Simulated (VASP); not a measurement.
All values below come from RPBE GGA, VASP's PBE PAW potentials (set 64) (plane waves; VASP).

VASP input:

File POSCAR:
```
As
1.0
  3.7539710000  -1.9176000000   0.0000000000
  3.7539710000   1.9176000000   0.0000000000
  2.7744240000   0.0000000000   3.1736500000
As
2
Cart
  2.3340970820   0.0000000000   0.7204185500
  7.9482689180  -0.0000000000   2.4532314500
```

### INCAR
```
LASPH=.TRUE.
GGA=RP
LREAL=.FALSE.   # projection in real space or not
ISIF=2   # forces and stress, cell fixed
LMAXMIX=4   # l cut-off of mixed one-centre charges
ENCUT=400   # plane-wave cut-off (eV)
LCHARG=.FALSE.
SYSTEM=As
LWAVE=.FALSE.
SIGMA=0.1
NELM=100
ALGO=Normal
EDIFF=1E-6   # SCF stop (eV)
ISMEAR=1
PREC=Accurate
```

**KPOINTS**
```
Automatic mesh
0
Gamma
10 10 10
0 0 0
```

POTCAR, in this order: As (PBE.64 set). Program: vasp_std.

**Question.** Predict the energy per atom (σ→0), largest force, band gap (on the k-mesh).

**Answer.** 
```yaml
energy per atom (σ→0): -4.309 eV/atom
band gap (on the k-mesh): none (metal, semimetal or under 0.01 eV)
largest_force: 0.00281 Ry/bohr
```

File OSZICAR:
```
...
DAV:   5    -0.861354544875E+01   -0.13273E-04   -0.13274E-04  2353   0.868E-02    0.313E+00
DAV:   6    -0.861530534757E+01   -0.17599E-02   -0.39395E-03  2338   0.586E-01    0.189E+00
DAV:   7    -0.861720617675E+01   -0.19008E-02   -0.10154E-02  2126   0.947E-01    0.110E-01
DAV:   8    -0.861752917861E+01   -0.32300E-03   -0.59899E-04  2295   0.180E-01    0.387E-02
DAV:   9    -0.861764173101E+01   -0.11255E-03   -0.17664E-04  2188   0.106E-01    0.861E-03
DAV:  10    -0.861764421334E+01   -0.24823E-05   -0.10434E-05  2622   0.227E-02    0.363E-03
DAV:  11    -0.861764486820E+01   -0.65486E-06   -0.26214E-06  2128   0.132E-02
   1 F= -.86176449E+01 E0= -.86175433E+01  d E =-.304750E-03
```

The compound is As in the a7 structure. The cell was not relaxed at this level. The run is one of a series of settings (GGA = RP against the base run), some of them coarse on purpose.
